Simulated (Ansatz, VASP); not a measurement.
# Cross-check of AlSiPb between VASP and Ansatz, part 2 of 3

Wanted: the spread between two codes on one cell, functional and k mesh. The cell is generated by rule, not measured, and may not be a known phase. The cell is taken from a series of runs on this material, whose earlier steps may have relaxed, scaled, displaced or heated it; both programs get it as it stands.

VASP 6.6.1 and Ansatz 0.2.0.

So far: Starting point; Ansatz: zone-centre phonons, PBEsol.

## Step 3: VASP: zone-centre phonons, PBEsol

Level of this step: PBEsol; plane waves and PAW (Pb_d, Al, Si); invented cell (VASP).

The same cell, functional, mesh and smearing now go to VASP, with its own data sets.

Lines of VASP's logs that name or quote its potential files are left out, and so is its time.

Contents of INCAR:

```
SYSTEM = AlSiPb
PREC = Accurate
ENCUT = 500
EDIFF = 1E-08
NELM = 120
ISMEAR = 1
SIGMA = 0.15
LREAL = .FALSE.
ALGO = Normal
GGA = PS
NBANDS = 27
LORBIT = 11
LWAVE = .FALSE.
LCHARG = .FALSE.
ISIF = 2
IBRION = 8
LASPH = .TRUE.
GGA_COMPAT = .FALSE.
KPAR = 2
```

Contents of POSCAR:

```
AlSiPb
1.0
   -2.0334466932      4.2400375326      3.7862723190
    2.0334466932     -4.2400375326      3.7862723190
    2.0334466932      4.2400375326     -3.7862723190
Pb Al Si
2 2 2
Direct
    0.4488464866      0.9488464866      0.5000000000
    0.0907690987      0.0907690987      0.0000000000
    0.0037303207      0.3343316860      0.6693986347
    0.6649330514      0.3343316860      0.3306013653
    0.8665190860      0.6458605214      0.2206585646
    0.4252019568      0.6458605214      0.7793414354
```

Contents of KPOINTS:

```
Automatic mesh
0
Gamma
8 8 8
0 0 0
```

PAW data sets: Pb_d, Al and Si (PBE family, release 64).

Launch:

```sh
> mpirun -np 2 vasp_std
```

What it wrote:

```text
[banner, memory and clock lines left out]
running    2 mpi-ranks, on    1 nodes
 distrk:  each k-point on    1 cores,    2 groups
 distr:  one band on    1 cores,    1 groups

 POSCAR found type information on POSCAR PbAlSi
 POSCAR found :  3 types and       6 ions
|                                                                             |
|               ----> ADVICE to this user running VASP <----                  |
|                                                                             |
|     You enforced a specific xc type in the INCAR file but a different       |
|     [... a line on the potential file left out ...]
|     I HOPE YOU KNOW WHAT YOU ARE DOING!                                     |
|                                                                             |

 LDA part: xc-table for (Slater+PW92), standard interpolation
 POSCAR, INCAR and KPOINTS ok, starting setup
 FFT: planning ... GRIDC
 FFT: planning ... GRID_SOFT
 FFT: planning ... GRID
 WAVECAR not read
 entering main loop
       N       E                     dE             d eps       ncg     rms          rms(c)
DAV:   1     0.349655432394E+03    0.34966E+03   -0.17612E+04  5130   0.154E+03
DAV:   2     0.464034536113E+01   -0.34502E+03   -0.33727E+03  5153   0.391E+02
DAV:   3    -0.259055442564E+02   -0.30546E+02   -0.29875E+02  6802   0.132E+02
DAV:   4    -0.269380702316E+02   -0.10325E+01   -0.10276E+01  6451   0.254E+01
DAV:   5    -0.269788897445E+02   -0.40820E-01   -0.40809E-01  7316   0.520E+00    0.459E+00
DAV:   6    -0.264096633159E+02    0.56923E+00   -0.12854E+00  7035   0.831E+00    0.241E+00
DAV:   7    -0.263557305284E+02    0.53933E-01   -0.47302E-01  7254   0.374E+00    0.960E-01
DAV:   8    -0.263486258618E+02    0.71047E-02   -0.61844E-02  6343   0.187E+00    0.316E-01
DAV:   9    -0.263478193059E+02    0.80656E-03   -0.62131E-03  6358   0.489E-01    0.116E-01
DAV:  10    -0.263478465783E+02   -0.27272E-04   -0.87573E-04  6770   0.170E-01    0.750E-02
DAV:  11    -0.263478452055E+02    0.13727E-05   -0.18434E-04  7132   0.111E-01    0.155E-02
DAV:  12    -0.263478389902E+02    0.62153E-05   -0.43435E-05  6587   0.532E-02    0.116E-02
DAV:  13    -0.263478384100E+02    0.58026E-06   -0.44813E-06  6058   0.230E-02    0.416E-03
DAV:  14    -0.263478387323E+02   -0.32232E-06   -0.48422E-07  6642   0.466E-03    0.221E-03
DAV:  15    -0.263478386680E+02    0.64243E-07   -0.61107E-08  5476   0.212E-03    0.208E-04
DAV:  16    -0.263478386978E+02   -0.29712E-07   -0.42275E-09  3219   0.726E-04    0.499E-04
DAV:  17    -0.263478386904E+02    0.73692E-08   -0.14184E-09  3156   0.445E-04
   1 F= -.26347839E+02 E0= -.26347443E+02  d E =-.118709E-02
 Linear response reoptimize wavefunctions to high precision
DAV:   1    -0.263478386961E+02   -0.57139E-08   -0.57852E-10  3162   0.344E-04
DAV:   2    -0.263478386961E+02   -0.30923E-10   -0.24444E-10  3099   0.168E-04
 Linear response DOF=          12
 Linear response progress:
  Degree of freedom:   1/ 12
       N       E                     dE             d eps       ncg     rms          rms(c)
RMM:   1    -0.331063311643E+00   -0.33106E+00   -0.19479E-01 11464   0.437E+00
RMM:   2    -0.333303765440E+00   -0.22405E-02   -0.12113E-02 12462   0.852E-01    0.266E-02
RMM:   3    -0.333423621123E+00   -0.11986E-03   -0.16938E-03 14477   0.280E-01    0.152E-02
RMM:   4    -0.333196912944E+00    0.22671E-03   -0.16057E-04 13631   0.991E-02    0.425E-03
RMM:   5    -0.333186544326E+00    0.10369E-04   -0.34433E-05 15024   0.406E-02    0.260E-03
RMM:   6    -0.333184221267E+00    0.23231E-05   -0.54013E-06 14071   0.161E-02    0.832E-04
RMM:   7    -0.333181692923E+00    0.25283E-05   -0.81356E-07 14158   0.558E-03    0.367E-04
RMM:   8    -0.333179190004E+00    0.25029E-05   -0.19627E-07 13865   0.240E-03    0.894E-05
RMM:   9    -0.333179651476E+00   -0.46147E-06   -0.82469E-08 14215   0.112E-03    0.295E-05
RMM:  10    -0.333179915113E+00   -0.26364E-06   -0.21272E-08 14472   0.567E-04    0.126E-05
RMM:  11    -0.333179758215E+00    0.15690E-06    0.77220E-09 14694   0.306E-04    0.595E-06
RMM:  12    -0.333179779357E+00   -0.21142E-07    0.11466E-08 14885   0.168E-04    0.325E-06
RMM:  13    -0.333179825211E+00   -0.45854E-07   -0.42280E-09 14809   0.992E-05    0.119E-06
RMM:  14    -0.333179833298E+00   -0.80876E-08   -0.61114E-09 15143   0.652E-05    0.102E-06
 first order change of Fermi-energy  -0.13611E-04
 force on displaced ion       1 direction 1 :  -1.078   0.000   0.002
 Linear response progress:
  Degree of freedom:   2/ 12
       N       E                     dE             d eps       ncg     rms          rms(c)
RMM:   1    -0.342281920566E+00   -0.34228E+00   -0.17870E-01 11273   0.450E+00
RMM:   2    -0.344254581772E+00   -0.19727E-02   -0.11364E-02 12520   0.821E-01    0.292E-02
[...]
RMM:   7    -0.344022310410E+00    0.60579E-05   -0.19081E-06 14366   0.556E-03    0.520E-04
RMM:   8    -0.344018947664E+00    0.33627E-05    0.83210E-08 14576   0.238E-03    0.150E-04
RMM:   9    -0.344018322989E+00    0.62467E-06    0.21264E-07 14574   0.117E-03    0.570E-05
RMM:  10    -0.344018035718E+00    0.28727E-06    0.16020E-07 14577   0.605E-04    0.262E-05
RMM:  11    -0.344018008607E+00    0.27111E-07    0.52474E-08 15009   0.335E-04    0.750E-06
[...]
RMM:   3    -0.826444962965E-02    0.75082E-05   -0.35330E-04 13668   0.977E-02    0.242E-02
RMM:   4    -0.830213958766E-02   -0.37690E-04   -0.11858E-04 15153   0.484E-02    0.108E-02
RMM:   5    -0.829285646439E-02    0.92831E-05   -0.15161E-05 14244   0.216E-02    0.373E-03
RMM:   6    -0.830144042238E-02   -0.85840E-05   -0.23193E-06 13552   0.943E-03    0.189E-03
RMM:   7    -0.830031877495E-02    0.11216E-05   -0.43399E-07 15034   0.418E-03    0.675E-04
RMM:   8    -0.829970476341E-02    0.61401E-06   -0.92629E-08 14371   0.176E-03    0.399E-04
RMM:   9    -0.829976250241E-02   -0.57739E-07   -0.24418E-08 15279   0.780E-04    0.192E-04
RMM:  10    -0.829991588936E-02   -0.15339E-06   -0.22215E-08 14849   0.316E-04    0.160E-05
RMM:  11    -0.829991722944E-02   -0.13401E-08   -0.14235E-08 15126   0.125E-04    0.178E-05
 first order change of Fermi-energy   0.24552E+00
 force on displaced ion       3 direction 2 :   0.000  -2.597  -0.208
 Linear response progress:
  Degree of freedom:   9/ 12
       N       E                     dE             d eps       ncg     rms          rms(c)
RMM:   1    -0.116302626739E-01   -0.11630E-01    0.10875E-02 17009   0.628E-01
RMM:   2    -0.893190242758E-02    0.26984E-02   -0.10628E-03 12593   0.264E-01    0.728E-02
RMM:   3    -0.889470861512E-02    0.37194E-04   -0.51256E-04 12764   0.137E-01    0.325E-02
RMM:   4    -0.893749558980E-02   -0.42787E-04   -0.16330E-04 14650   0.640E-02    0.146E-02
RMM:   5    -0.894552171211E-02   -0.80261E-05   -0.21872E-05 14492   0.289E-02    0.671E-03
RMM:   6    -0.895576907668E-02   -0.10247E-04   -0.33820E-06 14422   0.112E-02    0.315E-03
RMM:   7    -0.895466251847E-02    0.11066E-05   -0.50932E-07 13002   0.514E-03    0.869E-04
RMM:   8    -0.895481105398E-02   -0.14854E-06   -0.11025E-07 15100   0.237E-03    0.426E-04
RMM:   9    -0.895526050686E-02   -0.44945E-06   -0.18684E-08 14859   0.994E-04    0.108E-04
RMM:  10    -0.895518208213E-02    0.78425E-07    0.14032E-08 14883   0.427E-04    0.782E-05
RMM:  11    -0.895526281265E-02   -0.80731E-07    0.14383E-08 13613   0.170E-04    0.583E-05
RMM:  12    -0.895520760765E-02    0.55205E-07    0.14117E-08 15105   0.761E-05    0.420E-05
RMM:  13    -0.895520705731E-02    0.55034E-09    0.16887E-08 15607   0.339E-05    0.482E-05
 first order change of Fermi-energy  -0.49037E-01
 force on displaced ion       3 direction 3 :  -0.000  -0.203  -7.279
 Linear response progress:
  Degree of freedom:  10/ 12
       N       E                     dE             d eps       ncg     rms          rms(c)
RMM:   1    -0.216809266803E-01   -0.21681E-01    0.23262E-02 29127   0.690E-01
RMM:   2    -0.191969998938E-01    0.24839E-02   -0.12246E-03 21636   0.255E-01    0.727E-02
RMM:   3    -0.193528397715E-01   -0.15584E-03   -0.42550E-04 24054   0.119E-01    0.391E-02
RMM:   4    -0.195781541045E-01   -0.22531E-03   -0.18482E-04 23728   0.573E-02    0.826E-03
RMM:   5    -0.195610112227E-01    0.17143E-04   -0.17977E-05 25764   0.274E-02    0.318E-03
RMM:   6    -0.195589434972E-01    0.20677E-05   -0.22188E-06 24419   0.873E-03    0.107E-03
RMM:   7    -0.195661228501E-01   -0.71794E-05   -0.42022E-07 25113   0.371E-03    0.621E-04
RMM:   8    -0.195641488213E-01    0.19740E-05   -0.67259E-08 25070   0.163E-03    0.850E-05
RMM:   9    -0.195639500724E-01    0.19875E-06   -0.13966E-08 26691   0.703E-04    0.776E-05
RMM:  10    -0.195640320160E-01   -0.81944E-07   -0.20742E-08 26426   0.287E-04    0.493E-05
RMM:  11    -0.195641004630E-01   -0.68447E-07   -0.26195E-09 26589   0.116E-04    0.202E-05
RMM:  12    -0.195640331256E-01    0.67337E-07   -0.29720E-09 25419   0.555E-05    0.196E-06
RMM:  13    -0.195640484443E-01   -0.15319E-07   -0.64835E-09 24251   0.287E-05    0.299E-06
RMM:  14    -0.195640463570E-01    0.20874E-08   -0.51783E-09 23164   0.184E-05    0.513E-07
 first order change of Fermi-energy  -0.40319E-04
 force on displaced ion       5 direction 1 :  -6.373   0.002  -0.004
 Linear response progress:
  Degree of freedom:  11/ 12
       N       E                     dE             d eps       ncg     rms          rms(c)
RMM:   1    -0.230917094360E-01   -0.23092E-01    0.16146E-02 16485   0.785E-01
RMM:   2    -0.207540034079E-01    0.23377E-02   -0.12979E-03 12486   0.289E-01    0.445E-02
RMM:   3    -0.208778427455E-01   -0.12384E-03   -0.49914E-04 12926   0.136E-01    0.234E-02
RMM:   4    -0.209614123553E-01   -0.83570E-04   -0.11268E-04 14485   0.610E-02    0.906E-03
RMM:   5    -0.209643779535E-01   -0.29656E-05   -0.15556E-05 14844   0.278E-02    0.305E-03
RMM:   6    -0.209655260693E-01   -0.11481E-05   -0.17356E-06 13481   0.925E-03    0.110E-03
RMM:   7    -0.209642916378E-01    0.12344E-05   -0.27780E-07 14485   0.380E-03    0.334E-04
RMM:   8    -0.209641359661E-01    0.15567E-06   -0.47637E-08 14386   0.150E-03    0.148E-04
RMM:   9    -0.209641730714E-01   -0.37105E-07   -0.13685E-08 15394   0.670E-04    0.707E-05
RMM:  10    -0.209642037561E-01   -0.30685E-07    0.22833E-09 13941   0.288E-04    0.325E-05
RMM:  11    -0.209641954971E-01    0.82591E-08    0.21604E-10 15631   0.124E-04    0.110E-05
 first order change of Fermi-energy  -0.62459E-01
 force on displaced ion       5 direction 2 :   0.000  -2.094   1.933
 Linear response progress:
  Degree of freedom:  12/ 12
       N       E                     dE             d eps       ncg     rms          rms(c)
RMM:   1    -0.255175481264E-01   -0.25518E-01    0.30085E-02 17001   0.687E-01
RMM:   2    -0.226966769990E-01    0.28209E-02   -0.16328E-03 12717   0.232E-01    0.799E-02
RMM:   3    -0.227082380806E-01   -0.11561E-04   -0.77463E-04 13765   0.136E-01    0.389E-02
RMM:   4    -0.228480911690E-01   -0.13985E-03   -0.27453E-04 14230   0.634E-02    0.153E-02
RMM:   5    -0.228613412559E-01   -0.13250E-04   -0.33851E-05 14437   0.332E-02    0.401E-03
RMM:   6    -0.228822311835E-01   -0.20890E-04   -0.48106E-06 13175   0.126E-02    0.225E-03
RMM:   7    -0.228818557318E-01    0.37545E-06   -0.71741E-07 14974   0.518E-03    0.674E-04
RMM:   8    -0.228817464578E-01    0.10927E-06   -0.18406E-07 14474   0.232E-03    0.503E-04
RMM:   9    -0.228820712638E-01   -0.32481E-06   -0.52791E-08 14726   0.102E-03    0.156E-04
RMM:  10    -0.228824181670E-01   -0.34690E-06   -0.18114E-08 15088   0.486E-04    0.118E-04
RMM:  11    -0.228824187589E-01   -0.59186E-09   -0.25703E-08 15429   0.189E-04    0.145E-04
 first order change of Fermi-energy  -0.50876E-02
 force on displaced ion       5 direction 3 :  -0.000   1.935  -6.382
 Linear response finished
```

[end of part 2 of 3]

[Lines on the potential files, build, host, timing and source positions are cut from VASP's logs without a mark.]

[Logs are printed without paths, hosts, clocks, repeated set-up lines and the standing remarks that a program may print on its own settings, such as how far it seeks lower states.]

[Hosts, paths, dates, database ids (printed as entryN), source tags and the programs' standing remarks are cut or masked in the printed files.]
